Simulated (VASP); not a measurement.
Here is the system:

```xyz
6
Lattice="3.4321 -2.3079 0.0000 3.4321 2.3079 0.0000 -0.0138 0.0000 7.2661" Properties=species:S:1:pos:R:3 pbc="T T T"
Ag     6.8544     0.0000     3.6408
Ag     4.1297     0.0000     1.8258
Ag     2.7004     0.0000     5.4413
Ag     6.8459     0.0000     0.0070
S      5.3401     0.0000     5.4500
S      1.4894     0.0000     1.8221
```

The numbers are results of PBEsol GGA, VASP's PBE PAW potentials (set 64) (plane waves; VASP 6.6.1), not measurements. Settings: 300 eV cut-off, 6×6×3 Γ-centred mesh, Gaussian smearing of 0.010 eV, potentials Ag S.

### Question
Give the energies of bands 19 to 32 at the high-symmetry points, in eV from the valence-band maximum.

### Answer

```tsv
band	Γ	C	Y2	M2	D	A	V2
19	-3.19	-3.25	-3.36	-3.32	-3.33	-3.26	-3.40
20	-3.19	-3.21	-3.34	-3.32	-3.32	-3.25	-3.34
21	-2.85	-3.20	-3.11	-3.31	-3.05	-3.02	-3.25
22	-2.75	-3.18	-2.70	-3.29	-3.05	-3.02	-3.19
23	-2.56	-3.02	-2.69	-2.52	-2.78	-2.93	-2.77
24	-2.43	-2.89	-2.55	-2.51	-2.77	-2.90	-2.09
25	-1.21	-2.06	-2.36	-1.43	-1.89	-0.47	-1.86
26	-0.84	-1.79	-2.32	-1.40	-1.88	-0.46	-1.44
27	-0.50	-1.49	-0.73	-1.39	-0.79	-0.21	-0.51
28	0.00	-0.36	-0.58	-1.38	-0.78	-0.21	-0.12
29	1.04	1.95	1.34	2.31	3.37	1.90	2.05
30	1.67	3.55	2.33	2.32	3.37	1.90	2.53
31	4.94	3.90	2.53	3.72	3.74	4.29	3.38
32	5.42	4.76	5.52	3.74	3.75	4.31	4.42
```

The gap is direct, 1.04 eV, from the valence maximum at Γ to the conduction minimum at Γ.

The structure comes from a computed database's Ag2S entry; how it stands against other phases isn't given here. The cell was not relaxed at this level.
